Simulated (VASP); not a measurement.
Mg2Si (antifluorite): the mBJ gap over mesh and path against the volume, with the cell scaled uniformly; LDA's own equilibrium is at 20.348 Å³/atom. VASP (PAW), 400 eV cut-off, 7×7×7 Γ-centred mesh, Gaussian smearing of 0.050 eV, potentials Mg Si. mBJ is a potential without an energy functional, so only the levels count. Fit the value as a straight line in ln V.

```tsv
V (Å³/atom)	mBJ gap over mesh and path (eV)
17.907	0.389
18.517	0.435
19.127	0.477
19.738	0.514
20.348	0.548
20.959	0.578
```

Task: Fit the rows as the text says and predict the value at 21.569.

Result: The slope against ln V is 1.20 eV, the volume deformation potential of this gap. The line misses the rows by up to 0.005 and gives 0.617 at 21.569. The run gave 0.604, -0.013 from the line.

Left out are failed runs and those whose mesh is unfit for this quantity.

The compound is Mg2Si in the antifluorite structure.
